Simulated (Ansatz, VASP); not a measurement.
# AlB2N3 in VASP and in Ansatz

```
Al B N
1.0
     2.62334    0.00000    0.00000
    -1.31167    2.27188    0.00000
     0.00000    0.00000    6.44197
Al B N
1 2 3
Direct
  0.00000 0.00000 0.00000
  0.33333 0.66667 0.65985
  0.66667 0.33333 0.34015
  0.66667 0.33333 0.80880
  0.33333 0.66667 0.19120
  0.00000 0.00000 0.50000
```

Alike in both runs: functional PBE; k mesh 12 × 12 × 4; occupations gaussian, width 0.02 eV; no spin polarisation.

Ansatz relaxed the structure, and its values are those at the end. VASP's run is a single point on that final structure, the one shown.

|  | VASP | Ansatz |
| --- | --- | --- |
| version | VASP 6.6.1 | Ansatz 0.2.0 |
| potentials or method | VASP PAW PBE potentials, release 64 (Al, B, N) | scalar-relativistic, plane waves, PAW |
| plane-wave cutoff (eV) | 520 | 420 |
| valence electrons in the cell | 24 | 24 |

Ansatz gave:

| Property | Result |
| --- | --- |
| gap on the k mesh at the Fermi level (eV) | 1.71 |
| least direct gap on the mesh (eV) | 2.81 |
| pressure (GPa) | 0.0 |

Which values does VASP return?

gap on the k mesh at the Fermi level (eV): 1.70; least direct gap on the mesh (eV): 2.80; pressure (GPa): -0.2.

A k mesh can miss the band edges. As with any semilocal functional, this PBE gap is likely too small.
